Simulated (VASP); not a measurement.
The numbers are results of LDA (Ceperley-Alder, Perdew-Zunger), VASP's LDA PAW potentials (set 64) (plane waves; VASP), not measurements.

VASP ran on this input.

**INCAR**
```
! general
SYSTEM  = Zr
PREC    = Accurate
ENCUT   = 500
LREAL   = .FALSE.   ! projection in real space or not
LASPH   = .TRUE.   ! aspherical one-centre terms

! electronic loop
EDIFF   = 1E-6   ! SCF stop (eV)
NELM    = 100   ! most electronic steps
ALGO    = Normal   ! blocked Davidson
LMAXMIX = 4

! smearing
ISMEAR  = 1   ! Methfessel-Paxton
SIGMA   = 0.1   ! width (eV)

! ions
IBRION  = 2
NSW     = 40   ! most ionic steps
ISIF    = 3   ! ions, shape and volume
EDIFFG  = -0.02

! output
LWAVE   = .FALSE.
LCHARG  = .FALSE.
```

**POSCAR**
```
Zr
1
    1.5721524214    -2.7230478213     0.0000000000
    1.5721524214     2.7230478213    -0.0000000000
    0.0000000000     0.0000000000     5.0943216042
Zr
2
Direct
  0.3333330000   0.6666670000   0.2500000000
  0.6666670000   0.3333330000   0.7500000000
```

### KPOINTS
```
Automatic mesh
0
Gamma
13 13 7
0 0 0
```

POTCAR, in this order: Zr_sv (LDA.64 set). Program: vasp_std.

What does the run give for the energy per atom (σ→0), band gap (on the k-mesh)?

```
Item                                                        Result
------------------------  ----------------------------------------
energy per atom (σ→0)                               -9291 meV/atom
band gap (on the k-mesh)  none (metal, semimetal or under 0.01 eV)
```

### OSZICAR
```
...
DAV:   5    -0.192786212306E+02   -0.61957E-02   -0.61952E-02  4232   0.124E+00    0.163E+01
DAV:   6    -0.186935318373E+02    0.58509E+00   -0.88864E-01  2816   0.823E+00    0.666E+00
DAV:   7    -0.185791408300E+02    0.11439E+00   -0.58552E-01  3944   0.566E+00    0.107E+00
DAV:   8    -0.185820431243E+02   -0.29023E-02   -0.33995E-02  3592   0.165E+00    0.284E-01
DAV:   9    -0.185823329790E+02   -0.28985E-03   -0.13751E-03  3264   0.395E-01    0.335E-02
DAV:  10    -0.185823136087E+02    0.19370E-04   -0.43228E-05  4040   0.453E-02    0.244E-02
DAV:  11    -0.185823144346E+02   -0.82586E-06   -0.81546E-06  2952   0.383E-02
   1 F= -.18582314E+02 E0= -.18582161E+02  d E =-.185823E+02
```

The compound is Zr in the hcp structure. It was relaxed first, which changed the volume by -6 %.
